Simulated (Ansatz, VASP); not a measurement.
**ZnSe (ZnSe, zinc blende or diamond type, a = 5.766 A): VASP beside Ansatz**

Wanted: the spread between two codes on one cell, functional and k mesh. The cell is taken from a series of runs on this material, whose earlier steps may have relaxed, scaled, displaced or heated it; both programs get it as it stands.

Method: plane waves, with VASP 6.6.1 beside it; single point at LDA, in Ansatz 0.2.0.

**1. The structure**

The structure is cubic, space group F-43m (No. 216). The conventional cell has a = 5.766 Å, b = 5.766 Å, c = 5.766 Å, α = 90.00°, β = 90.00°, γ = 90.00°. Zn has 4 Se at 2.50 Å nearest. Nearest to Se lie 4 Zn at 2.50 Å. Farther neighbours and most contacts between anions are not listed.

As a file:

```xyz
4
Lattice="4.0772 0.0000 0.0000 0.0000 4.0772 0.0000 0.0000 0.0000 5.7660" Properties=species:S:1:pos:R:3 pbc="T T T"
Zn    0.0000    0.0000    0.0000
Zn    2.0386    2.0386    2.8830
Se    2.0386    0.0000    1.4415
Se    0.0000    2.0386    4.3245
```

**2. VASP: single point, LDA**

With cell and atoms fixed, the geometry can't cause a difference; cores, projectors, grids and the points listed under the comparison can.

Lines of VASP's logs that name or quote its potential files are left out, and so is its time.

File INCAR:

```
SYSTEM = ZnSe
PREC = Accurate
ENCUT = 400
EDIFF = 1E-06
NELM = 120
ISMEAR = 0
SIGMA = 0.01
LREAL = .FALSE.
ALGO = Normal
GGA = PW92
NBANDS = 24
LORBIT = 11
LWAVE = .FALSE.
LCHARG = .FALSE.
ISIF = 2
LASPH = .TRUE.
GGA_COMPAT = .FALSE.
EFERMI = MIDGAP
```

File POSCAR:

```
ZnSe
1.0
    4.0771777003      0.0000000000      0.0000000000
    0.0000000000      4.0771777003      0.0000000000
    0.0000000000      0.0000000000      5.7660000000
Zn Se
2 2
Direct
    0.0000000000      0.0000000000      0.0000000000
    0.5000000000      0.5000000000      0.5000000000
    0.5000000000      0.0000000000      0.2500000000
    0.0000000000      0.5000000000      0.7500000000
```

File KPOINTS:

```
Automatic mesh
0
Gamma
6 6 6
0 0 0
```

The projector-augmented-wave data sets are Zn and Se (LDA family, release 64).

Run with:

```sh
mpirun -np 1 vasp_std
```

Numbers of over 12 decimals in the logs are rounded to 6 here.

Output:

```text
[banner, memory and clock lines left out]
running    1 mpi-ranks, on    1 nodes
 distrk:  each k-point on    1 cores,    1 groups
 distr:  one band on    1 cores,    1 groups

 POSCAR found type information on POSCAR ZnSe
 POSCAR found :  2 types and       4 ions
|                                                                             |
|               ----> ADVICE to this user running VASP <----                  |
|                                                                             |
|     You enforced a specific xc type in the INCAR file but a different       |
|     [... a line on the potential file left out ...]
|     I HOPE YOU KNOW WHAT YOU ARE DOING!                                     |
|                                                                             |

 LDA part: xc-table for (Slater(with rela. corr.)+PW92), standard interpolation
 POSCAR, INCAR and KPOINTS ok, starting setup
 FFT: planning ... GRIDC
 FFT: planning ... GRID_SOFT
 FFT: planning ... GRID
 WAVECAR not read
 entering main loop
       N       E                     dE             d eps       ncg     rms          rms(c)
DAV:   1     0.200988857898E+03    0.20099E+03   -0.14737E+04  1920   0.141E+03
DAV:   2     0.202261861706E+01   -0.19897E+03   -0.19253E+03  2104   0.310E+02
DAV:   3    -0.149117515865E+02   -0.16934E+02   -0.16855E+02  2376   0.951E+01
DAV:   4    -0.151647865738E+02   -0.25303E+00   -0.25297E+00  2096   0.123E+01
DAV:   5    -0.151668243336E+02   -0.20378E-02   -0.20375E-02  2432   0.100E+00    0.616E+00
DAV:   6    -0.145887225742E+02    0.57810E+00   -0.14250E+00  2648   0.307E+01    0.473E+00
DAV:   7    -0.145611642250E+02    0.27558E-01   -0.68860E-01  2144   0.533E+00    0.187E+00
DAV:   8    -0.145539058148E+02    0.72584E-02   -0.16346E-02  2280   0.152E+00    0.552E-01
DAV:   9    -0.145527190399E+02    0.11868E-02   -0.38896E-03  2624   0.105E+00    0.102E-01
DAV:  10    -0.145527388871E+02   -0.19847E-04   -0.27272E-04  2344   0.231E-01    0.506E-02
DAV:  11    -0.145527525648E+02   -0.13678E-04   -0.50983E-05  2192   0.581E-02    0.743E-03
DAV:  12    -0.145527510033E+02    0.15616E-05   -0.14291E-05  2608   0.707E-02    0.304E-03
DAV:  13    -0.145527509862E+02    0.17109E-07   -0.14227E-06  1408   0.191E-02
   1 F= -.14552751E+02 E0= -.14552751E+02  d E =0.000000E+00
```

OUTCAR, selected parts (step 2):

```text
ion  position               nearest neighbor table
   1  0.000  0.000  0.000-   3 2.50   4 2.50   4 2.50   3 2.50
   2  0.500  0.500  0.500-   3 2.50   4 2.50   3 2.50   4 2.50
   3  0.500  0.000  0.250-   1 2.50   2 2.50   2 2.50   1 2.50
   4  0.000  0.500  0.750-   1 2.50   2 2.50   1 2.50   2 2.50

  LATTYP: Found a simple tetragonal cell.
 ALAT       =     4.0771777003
 C/A-ratio  =     1.4142135624

 Subroutine GETGRP returns: Found  8 space group operations
 (whereof  8 operations were pure point group operations)

The static configuration has the point symmetry D_2d.

 Found     40 irreducible k-points:

   k-points           NKPTS =     40   k-points in BZ     NKDIM =     40   number of bands    NBANDS=     24

   dimension x,y,z NGX =    28 NGY =   28 NGZ =   40
   dimension x,y,z NGXF=    56 NGYF=   56 NGZF=   80

   ENCUT  =  400.0 eV  29.40 Ry    5.42 a.u.   6.65  6.65  9.40*2*pi/ulx,y,z

   NELECT =      36.0000    total number of electrons

 k-points in reciprocal lattice and weights: Automatic mesh
   0.00000000  0.00000000  0.00000000       0.005
   0.16666667  0.00000000  0.00000000       0.019
   0.33333333  0.00000000  0.00000000       0.019
   0.50000000  0.00000000  0.00000000       0.009
   0.16666667  0.16666667  0.00000000       0.019
   0.33333333  0.16666667  0.00000000       0.037
   0.50000000  0.16666667  0.00000000       0.019
   0.33333333  0.33333333  0.00000000       0.019
   0.50000000  0.33333333  0.00000000       0.019
[...]
0.50000000  0.33333333  0.50000000       0.019
   0.50000000  0.50000000  0.50000000       0.005

 average (electrostatic) potential at core
       1 -38.5304       2 -38.5304       3 -62.5307       4 -62.5307

 E-fermi :   1.5052

 k-point     1 :       0.0000    0.0000    0.0000
  band No.  band energies     occupation
    ...
     14      -0.9501      2.00000
     15      -0.9501      2.00000
     16       1.0728      2.00000
     17       1.0736      2.00000
     18       1.0736      2.00000
     19       1.9368      0.00000
     20       3.9906      0.00000
     21       4.3906      0.00000
     22       6.7854      0.00000
     23       6.7854      0.00000
    ...

 k-point     2 :       0.1667    0.0000    0.0000
  band No.  band energies     occupation
    ...
     14      -1.5082      2.00000
     15      -0.7822      2.00000
     16      -0.3529      2.00000
     17       0.6880      2.00000
     18       0.9951      2.00000
     19       3.1784      0.00000
     20       4.3255      0.00000
     21       5.4187      0.00000
     22       6.5022      0.00000
     23       6.9636      0.00000
    ...

 k-point     3 :       0.3333    0.0000    0.0000
  band No.  band energies     occupation
    ...
     14      -1.8875      2.00000
     15      -1.8793      2.00000
     16      -0.3357      2.00000
     17      -0.2769      2.00000
     18       0.7206      2.00000
     19       4.3077      0.00000
     20       4.7553      0.00000
     21       6.6371      0.00000
     22       7.1071      0.00000
     23       7.4548      0.00000
    ...

  Total       -3.5425947     -3.5425947     -3.5692818      0.0000000      0.0000000     -0.0000000
  in kB      -59.2158725    -59.2158725    -59.6619579      0.0000000      0.0000000     -0.0000000
  external PRESSURE =     -59.3645676 kB  Pullay stress =       0.0000000 kB

  energy-cutoff  :      400.00
  volume of cell :       95.85
      direct lattice vectors                 reciprocal lattice vectors
     4.077177700  0.000000000  0.000000000     0.245267701  0.000000000  0.000000000
     0.000000000  4.077177700  0.000000000     0.000000000  0.245267701  0.000000000
     0.000000000  0.000000000  5.766000000     0.000000000  0.000000000  0.173430454

 POSITION                                       TOTAL-FORCE (eV/Angst)
 -----------------------------------------------------------------------------------
      0.00000      0.00000      0.00000         0.000000      0.000000      0.000000
      2.03859      2.03859      2.88300        -0.000000      0.000000      0.000000
      2.03859      0.00000      1.44150         0.000000     -0.000000     -0.000000
      0.00000      2.03859      4.32450         0.000000     -0.000000     -0.000000
 -----------------------------------------------------------------------------------
    total drift:                                0.000000      0.000000      0.000000

  FREE ENERGIE OF THE ION-ELECTRON SYSTEM (eV)
  ---------------------------------------------------
  free  energy   TOTEN  =       -14.5527509862 eV

  energy  without entropy=      -14.5527509862  energy(sigma->0) =      -14.55275099

 total charge
# of ion       s       p       d       tot
------------------------------------------
    1        0.536   0.415   9.779  10.730
    2        0.536   0.415   9.779  10.730
    3        1.445   2.382   0.026   3.853
    4        1.445   2.382   0.026   3.853
--------------------------------------------------
tot          3.962   5.595  19.610  29.166

[... 3 further parts left out ...]
```

The run ends at a pressure of -5.94 GPa.

**3. Ansatz: single point, LDA**

Ansatz runs on its default PAW (the set named soft_2) files.

The same cell, functional (in two slightly different forms) and mesh now go to Ansatz, which takes its cutoff from its data sets.

File input.yaml:

```yaml
crystal:
  lattice:
    - [4.0771777003, 0.0, 0.0]
    - [0.0, 4.0771777003, 0.0]
    - [0.0, 0.0, 5.766]
  atoms:
    - { symbol: Zn, position: [0.0, 0.0, 0.0] }
    - { symbol: Se, position: [0.5, 0.0, 0.25] }
    - { symbol: Zn, position: [0.5, 0.5, 0.5] }
    - { symbol: Se, position: [0.0, 0.5, 0.75] }
kpoints:
  mp_grid: { grid: [6, 6, 6] }
hamiltonian:
  xc: lda
scf:
  occupations: { method: fixed }
  convergence: { dr2_threshold: 1.0e-09 }
output:
  transmission:
    leads: [[0, 0]]
    kpoints: [[0, 0], [0.5, 0], [0.5, 0.5], [0.25, 0]]
    e_range: [-2.04, 4.93]
    de: 0.17
```

Run with:

```sh
ansatz run input.yaml --threads 2 --pin off --max-ram 4096MiB --backend cpu --events-out ev --progress --plain --runs-dir out
```

Output:

```text
Engine: ansatz 0.2.0, x86_64-unknown-linux-gnu
Pseudopotentials: kind: paw
Pseudopotential: Zn, paw, valence charge 12, recommended cutoff 420 eV (normal), Zn.paw.azcp
Pseudopotential: Se, paw, valence charge 16, recommended cutoff 420 eV (normal), Se.paw.azcp
Functional definition: SPW92
  exchange = slater_x
  correlation = pw_c
Crystal: 4 atoms, lattice volume = 95.850 Å³
Basis set: ecut = 420 eV, 1875 PW (Γ)
Bands: 34, of which v1, the nominal top of the filled ones, is band 28 counted from 1 (27 counted from 0)
Symmetry: 16 space group operations
Space group: F-43m (ITA 216), of the structure as read, at distance tolerance 4.6e-5 Å
k-points: 40 of 216 (time reversal used)
Non-local potential: Zn, projectors of the file, l = 0: 2, l = 1: 2, l = 2: 3, l = 3: 1
Non-local potential: Se, projectors of the file, l = 0: 2, l = 1: 2, l = 2: 3, l = 3: 1
PAW form: soft (Blöchl's): semilocal exchange-correlation on the pseudo side does not see the compensation charge
PAW frozen core: Zn, regenerated for the run's functional, and the local potential with it (the file was generated under x = pbe(κ = 0.804, μ = 0.219515), c = pbe(β = 0.066725))
PAW frozen core: Se, regenerated for the run's functional, and the local potential with it (the file was generated under x = pbe(κ = 0.804, μ = 0.219515), c = pbe(β = 0.066725))
PAW one-centre angular grid: Zn, 590 points (default); XC on 64 Gauss nodes
PAW one-centre angular grid: Se, 590 points (default); XC on 64 Gauss nodes
Initial density: superposition of atomic densities (neutral atoms: chi_scale 0, normalization atom), corrected by the library's trained network
Initial wavefunctions: pseudopotential atomic-orbital guess
Functional: x = slater, c = lda
SCF iter   1: F=—  HF=-17261.508196 eV  |F-HF|=—  |Δ(HF+E_count)|=         —  Δρ=5.26e-3  dr2=1.74e-2  ethr=1.77e-3  ⟨swp⟩=4.9  Hψ=5021  notcnv=0  defer=155
preconditioner: auto → Resta (q_TF=auto, 2.495 Å⁻¹)  ε∞=5.4  [insulator: Δε(μ)=0.788 eV  Ē_g=10.854 eV  n_scr=28 (ndim 8)  ℏωp=22.8 eV  f_vac=0.133  ε∞_Penn≈5.4]
SCF iter   2: F=—  HF=-17261.503747 eV  |F-HF|=—  |Δ(HF+E_count)|=   4.45e-3  Δρ=2.48e-3  dr2=5.09e-3  ethr=3.11e-5  ⟨swp⟩=2.0  Hψ=2400  notcnv=0  defer=160
SCF iter   3: F=—  HF=-17261.503088 eV  |F-HF|=—  |Δ(HF+E_count)|=   6.59e-4  Δρ=1.64e-3  dr2=1.33e-3  ethr=9.10e-6  ⟨swp⟩=2.0  Hψ=2004  notcnv=0  defer=160
SCF iter   4: F=—  HF=-17261.502621 eV  |F-HF|=—  |Δ(HF+E_count)|=   4.66e-4  Δρ=3.18e-4  dr2=9.14e-5  ethr=2.38e-6  ⟨swp⟩=2.0  Hψ=2004  notcnv=0  defer=159
SCF iter   5: F=—  HF=-17261.502630 eV  |F-HF|=—  |Δ(HF+E_count)|=   8.84e-6  Δρ=1.22e-4  dr2=1.74e-5  ethr=1.63e-7  ⟨swp⟩=2.0  Hψ=1682  notcnv=0  defer=76
SCF iter   6: F=—  HF=-17261.502637 eV  |F-HF|=—  |Δ(HF+E_count)|=   6.53e-6  Δρ=2.13e-5  dr2=6.42e-7  ethr=3.12e-8  ⟨swp⟩=2.0  Hψ=1459  notcnv=0  defer=76
SCF iter   7: F=—  HF=-17261.502636 eV  |F-HF|=—  |Δ(HF+E_count)|=   3.25e-7  Δρ=4.75e-6  dr2=2.26e-8  ethr=1.15e-9  ⟨swp⟩=2.6  Hψ=2281  notcnv=0  defer=76
SCF iter   8: F=—  HF=-17261.502636 eV  |F-HF|=—  |Δ(HF+E_count)|=   6.43e-9  Δρ=1.20e-6  dr2=1.66e-9  ethr=4.03e-11  ⟨swp⟩=2.0  Hψ=2404  notcnv=0  defer=76
SCF iter   9: F=-17261.502636 eV  HF=-17261.502636 eV  |F-HF|=1.09e-11  |Δ(HF+E_count)|=  3.60e-10  Δρ=2.43e-7  dr2=1.22e-10  ethr=1.79e-12  ⟨swp⟩=7.3  Hψ=4964  notcnv=0
SCF 1 converged in 9 iterations: F = -17261.502636 eV  dr2 = 1.22e-10
  greatest PAW one-centre occupation: 1.000 electrons in one spin orbital (limit 2), on the Se atom at site 3 (counted from 0), in its partial waves of l = 2
transmission: 8 of 32 steps passed
transmission: 16 of 32 steps passed
transmission: 24 of 32 steps passed
transmission: 32 of 32 steps passed
SCF converged after 9 iterations
Free energy (F): -17261.502636 eV
Harris-Foulkes:  -17261.502636 eV  (|F-HF|=1.09e-11)
Internal energy: -17261.502636 eV  (E = F + TS)
E sigma→0 (E₀):  -17261.502636 eV
Fermi energy:    5.768961 eV
--- Per-component energies (eV) ---
  E_band       = -819.038308
  E_kinetic    = 499.172285
  E_local      = -8961.555353  (includes V_loc(G=0)·N_el)
  E_nonlocal   = 56.499414
  E_hartree    = 4130.406103
  E_xc         = -476.254738
  E_vxc        = -301.586083  (∫ρ·V_xc dr)
  E_paw        = -7168.300555  (= ΣΔE_a)
  E_vpaw       = -372.378724  (= ΣTr[D̂ρ^β])
  E_aug_tail   = -0.001918  (compensation charges beyond the density's cutoff)
  E_ewald      = -5349.016882
  E_core_change = 7.549007  (= ΣΔE_core)
  E_smearing   = -0.000000  (= −TS)
  E_closure    = 0.000000  (closes the sum)
  Σ components = -17261.502636   (vs F -17261.502636, Δ=0.00e0)
--- Band table (eV; the first three rows and the last of 40) ---
  k-point 0: bands = [... 24 lower, 3.7473, 5.7682, 5.7690, 5.7690, 6.5988, 8.6896, 9.0845, 11.4918, ... 2 higher]
  k-point 1: bands = [... 24 lower, 3.8548, 4.9178, 5.5831, 5.5831, 7.5083, 8.7952, 9.2059, 11.0968, ... 2 higher]
  k-point 2: bands = [... 24 lower, 4.1604, 4.1604, 5.1351, 5.1351, 8.6582, 9.1121, 9.4621, 10.3471, ... 2 higher]
  k-point 39: bands = [... 24 lower, 3.1761, 3.1761, 3.3054, 3.3054, 10.9695, 10.9695, 11.1069, 11.1069, ... 2 higher]
--- Transmission ---
  basis      : 145 plane waves across, 8 finite elements along
  points     : 4, as listed
  energies   : 42 from -2.040000 to 4.930000 eV about the Fermi level, 0.170000 eV apart; the leads are filled to 0.414931 eV, and channels, transmission and decay are at 0.340000 eV
  crystal 0  : Se2Zn2, at the sites [0, 0], period 5.7660 Å: whole cells are its period
    offset         : up to 0.0000 Å between an atom of the period and one for which it stands
    channels       : 0.000000e0 a spin
    conductance    : none, the energies end too early or step too widely for 300 K: set another output.transmission.e_range or a lower de, or, where they end at an eighth of basis.ecutwfc, a higher one
    slowest decay  : 0.0600 /Å at (0.0000, 0.0000)
```

In the SCF lines HF is the Harris–Foulkes energy and dr2 the Hartree energy of the density residual, in eV; the loop may stop once dr2 is under the threshold and the program's other checks hold. Hψ counts applications of the Hamiltonian.

**4. Side by side**

Known differences besides the potentials themselves: fixed occupations in Ansatz, narrow Gaussian smearing in VASP; the data sets hold 56 valence electrons in Ansatz (on its default PAW (the set named soft_2) files) and 36 in VASP; the cutoff is 420 eV in Ansatz and 400 eV in VASP; VASP's log shows a relativistic correction to its local exchange, Ansatz's none. Total energies have different zeros and are not compared.

The two programs side by side:

```csv
quantity,Ansatz,VASP,difference
gap on the k mesh (eV),0.830,0.863,-0.033
```

A gap on the mesh is an upper bound, since the band edges may lie between its points.

**5. Outcome**

```json
{
 "difference in gap on the k mesh (single point, LDA)": "-0.033 eV"
}
```

What this shows: The difference in gap on the k mesh is -0.033 eV (single point, LDA), within the 0.08 eV picked in this series as the mark of a large difference. The data sets hold unlike numbers of valence electrons (56 in Ansatz and 36 in VASP), so part of the differences comes from the potentials. How closely two codes agree says nothing of how well the functional describes the real material.

[Lines on the potential files, build, host, timing and source positions are cut from VASP's logs without a mark.]

[Logs are printed without paths, hosts, clocks, repeated set-up lines and the standing remarks that a program may print on its own settings, such as how far it seeks lower states.]

[Hosts, paths, dates, database ids (printed as entryN), source tags and the programs' standing remarks are cut or masked in the printed files.]
